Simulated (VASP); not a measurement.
Tc (hcp) is relaxed at rising pressure, each step from the one before. Symmetry mostly holds the structure type, and other phases were not tried. The mesh follows the cell, and a change of mesh leaves a small step in the series.

Data:

```xyz
2
Lattice="1.3750 -2.3816 0.0000 1.3750 2.3816 0.0000 0.0000 0.0000 4.3952" Properties=species:S:1:pos:R:3 pbc="T T T"
Tc     1.3750     0.7939     1.0988
Tc     1.3750    -0.7939     3.2964
```

Calculation: PBE GGA, VASP's PBE PAW potentials (set 64) (plane waves; VASP). Settings: 500 eV cut-off, 15×15×8 Γ-centred mesh, first-order Methfessel-Paxton smearing of 0.10 eV, potentials Tc_pv.

```
P (GPa)  V (Å³/atom)  H − H(0) (eV/atom)  space group  gap on the mesh (eV)   k-mesh
-------  -----------  ------------------  -----------  --------------------  -------
0              14.39               0.000     P6_3/mmc                  0.00  15×15×8
5                [?]                 [?]     P6_3/mmc                  0.00  15×15×8
10             13.95               0.886     P6_3/mmc                  0.00  15×15×9
20             13.58               1.746     P6_3/mmc                  0.00  15×15×9
30               [?]                 [?]     P6_3/mmc                  0.00  16×16×9
45             12.83               3.808     P6_3/mmc                  0.00  16×16×9
```

Problem. Some entries are withheld; supply them.

Solution. 
- 30, V (Å³/atom): 13.26
- 30, H − H(0) (eV/atom): 2.587
- 5, V (Å³/atom): 14.17
- 5, H − H(0) (eV/atom): 0.446

Pressures at which the relaxation failed are left out.

The compound is Tc in the hcp structure.
